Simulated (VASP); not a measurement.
Input:

```xyz
4
Lattice="3.4862 0.0000 0.0000 -1.7431 3.0191 0.0000 0.0000 0.0000 6.3936" Properties=species:S:1:pos:R:3 pbc="T T T"
La     1.7431     3.0191     0.0000
La     1.7431     3.0191     3.1968
O      0.0000     2.0127     1.5984
O      1.7431     1.0064     4.7952
```

Method: PBEsol GGA, VASP's PBE PAW potentials (set 64) (plane waves; VASP). Run with 520 eV cut-off, 11×11×6 Γ-centred mesh, tetrahedra with Blöchl corrections, potentials La O.

Task: What does the run give for the energy per atom (σ→0), band gap (on the k-mesh) with the smallest direct gap where there is one?

Result: 
| Quantity | Value |
|---|---|
| band gap (on the k-mesh) | none (metal, semimetal or under 0.01 eV) |
| energy per atom (σ→0) | -7.940 eV/atom |

The structure was generated: LaO was put into the NiAs type type (P6_3/mmc), which need not be its known phase. It was relaxed first, which changed the volume by -32 %.
